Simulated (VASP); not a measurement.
Input:

```yaml
crystal:
  lattice:
    - [0.00000, 3.07019, 3.07019]
    - [3.07019, 0.00000, 3.07019]
    - [3.07019, 3.07019, 0.00000]
  atoms:
    - { symbol: Cd, position: [0.00000, 0.00000, 0.00000] }
    - { symbol: Se, position: [0.75000, 0.75000, 0.75000] }
```

Computed with r2SCAN meta-GGA, VASP's PBE PAW potentials (set 64) (plane waves; VASP). Run with 480 eV cut-off, 7×7×7 Γ-centred mesh, Gaussian smearing of 0.050 eV, potentials Cd Se.

Q: What does the run give for the energy per atom (σ→0), band gap (on the k-mesh) with the smallest direct gap where there is one?

A: 
```yaml
band gap (on the k-mesh): 1.02 eV
smallest direct gap (on the k-mesh): 1.02 eV
energy per atom (σ→0): -17.957 eV/atom
```

Only differences to runs with the same potentials and settings are physical.

The compound is CdSe in the zinc blende structure, whereas wurtzite is the usual form. It was relaxed first. The start is the result of an earlier pass.
